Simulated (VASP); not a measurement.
## TbRh (space group Pm-3m): computed properties

These are r2SCAN+rVV10, VASP's PBE PAW potentials (set 64) (plane waves; VASP) values and carry that method's errors.

For TbRh, the space group comes out as Pm-3m (221) and the cell is a = b = c = 3.4030 Å, α = β = γ = 90.00°. The volume per atom comes out as 19.70 Å³/atom, the band gap (over mesh and band path) is none (metal, semimetal or under 0.01 eV) and the band gap with spin-orbit coupling is none (metallic). The density is 11.03 g/cm³.

Space group Pm-3m (No. 221); a = b = c = 3.403 Å, α = β = γ = 90.00°

```tsv
atom	site	symmetry	x	y	z
Tb	1b	m-3m	0.5000	0.5000	0.5000
Rh	1a	m-3m	0.0000	0.0000	0.0000
```

The 4f electrons are frozen in the core of the lanthanide potential, so 4f levels, which can set the real gap, and their magnetism are missing.

The structure comes from a measured TbRh entry (Pm-3m) of the Crystallography Open Database, whose conditions weren't checked. It was relaxed first. Symmetry was kept, so distortions that lower it aren't found.
